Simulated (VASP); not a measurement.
Input:

```yaml
crystal:
  lattice:
    - [-0.02659, 2.65895, 2.65895]
    - [2.63236, 0.00000, 2.63236]
    - [2.65895, 2.65895, -0.02659]
  atoms:
    - { symbol: K, position: [0.00000, 0.00000, 0.00000] }
    - { symbol: F, position: [0.50000, 0.50000, 0.50000] }
```

Method: r2SCAN meta-GGA, VASP's PBE PAW potentials (set 64) (plane waves; VASP). Settings: 600 eV cut-off, 8×8×8 Γ-centred mesh, Gaussian smearing of 0.050 eV, potentials K_sv F.

Question: What does the run give for the energy per atom (σ→0), band gap (on the k-mesh) with the smallest direct gap where there is one?

Answer: 
```
Quantity                                     Result
-----------------------------------  --------------
band gap (on the k-mesh)                    6.90 eV
smallest direct gap (on the k-mesh)         6.90 eV
energy per atom (σ→0)                -7.488 eV/atom
```

Total energies compare only between runs with the same potentials, cut-off and functional.

The compound is KF in the rock salt structure. This cell was strained or had an atom moved on purpose.
